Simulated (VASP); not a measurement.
Consider the following.

```
CELL_PARAMETERS angstrom
      0.00000     2.14734     2.14734
      2.14734     0.00000     2.14734
      2.14734     2.14734     0.00000
ATOMIC_POSITIONS crystal
  Ga 0.00000 0.00000 0.00000
  N  0.25000 0.25000 0.25000
```

The numbers are results of LDA (Ceperley-Alder, Perdew-Zunger), VASP's LDA PAW potentials (set 64) (plane waves; VASP), not measurements. Run with 620 eV cut-off, 11×11×11 Γ-centred mesh, Gaussian smearing of 0.050 eV, potentials Ga_d N.

Problem. What does the run give for the energy per atom (σ→0), pressure, band gap (on the k-mesh) with the smallest direct gap where there is one?

Solution. 
The band gap (on the k-mesh) comes out as 2.68 eV. The smallest direct gap (on the k-mesh) is 2.68 eV and the energy per atom (σ→0) is -6.869 eV/atom. The pressure comes out as 29.69 GPa.

Only differences to runs with the same potentials and settings are physical.

The compound is GaN in the zinc blende structure, a metastable form; wurtzite is the usual one. It was relaxed first under an external pressure of 30 GPa.
